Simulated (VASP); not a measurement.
A run of VASP 6.6.1:

File POSCAR:

```
Ba3Ti4AlO12
1.0
   -4.0060000000      4.0060000000      4.0060000000
    4.0060000000     -4.0060000000      4.0060000000
    4.0060000000      4.0060000000     -4.0060000000
Al Ba Ti O
1 3 4 12
Direct
    0.5000000000      0.5000000000      0.5000000000
    0.0000000000      0.0000000000      0.5000000000
    0.0000000000      0.5000000000      0.0000000000
    0.5000000000      0.0000000000      0.0000000000
    0.0000000000      0.0000000000      0.0000000000
    0.5000000000      0.5000000000      0.0000000000
    0.5000000000      0.0000000000      0.5000000000
    0.0000000000      0.5000000000      0.5000000000
    0.0113162046      0.2556581023      0.2556581023
    0.5000000000      0.7443418977      0.2556581023
    0.5000000000      0.2556581023      0.7443418977
   -0.0113162046      0.7443418977      0.7443418977
    0.2556581023      0.0113162046      0.2556581023
    0.7443418977      0.5000000000      0.2556581023
    0.7443418977     -0.0113162046      0.7443418977
    0.2556581023      0.5000000000      0.7443418977
    0.2556581023      0.2556581023      0.0113162046
    0.7443418977      0.7443418977     -0.0113162046
    0.7443418977      0.2556581023      0.5000000000
    0.2556581023      0.7443418977      0.5000000000
```

Contents of INCAR.step1:

```
SYSTEM = Ba3Ti4AlO12
PREC = Accurate
ENCUT = 520
ISMEAR = -1
SIGMA = 0.01
LREAL = Auto
LASPH = .True.
NELM = 80
NELECT = 152.0
NBANDS = 92
GGA = PE
ALGO = Normal
EDIFF = 1E-4
LWAVE = .True.
LCHARG = .False.
```

Contents of INCAR.step2:

```
SYSTEM = Ba3Ti4AlO12
PREC = Accurate
ENCUT = 520
EDIFF = 1E-8
ISMEAR = -1
SIGMA = 0.01
LREAL = Auto
LASPH = .True.
NELM = 80
ALGO = Normal
ISIF = 2
LWAVE = .False.
LCHARG = .False.
METAGGA = R2SCAN
LMIXTAU = .True.
LEFG = .True.
NELECT = 152.0
NBANDS = 92
ISTART = 1
```

The input KPOINTS:

```
Automatic mesh
0
Gamma
  3 3 3
  0 0 0
```

Potentials or basis: VASP PAW PBE potentials, release 64 (Al, Ba_sv, Ti_sv, O).

Launch:

```sh
$ cat potpaw_PBE.64/Al/POTCAR potpaw_PBE.64/Ba_sv/POTCAR potpaw_PBE.64/Ti_sv/POTCAR potpaw_PBE.64/O/POTCAR > POTCAR
$ cp INCAR.step1 INCAR
$ mpirun -np 1 vasp_std > vasp.out
$ cp INCAR.step2 INCAR
$ mpirun -np 1 vasp_std > vasp.out
```

Hardware: 1 thread of Intel(R) Xeon(R) Platinum 8488C (Sapphire Rapids), on a shared host.

Question: How long does it take, and how much memory?

Answer: It took 9.9 min on 1 thread of Intel(R) Xeon(R) Platinum 8488C (Sapphire Rapids), with other jobs on the host, peak memory 0.45 GiB. Counts: scf iterations 15, k points 4.
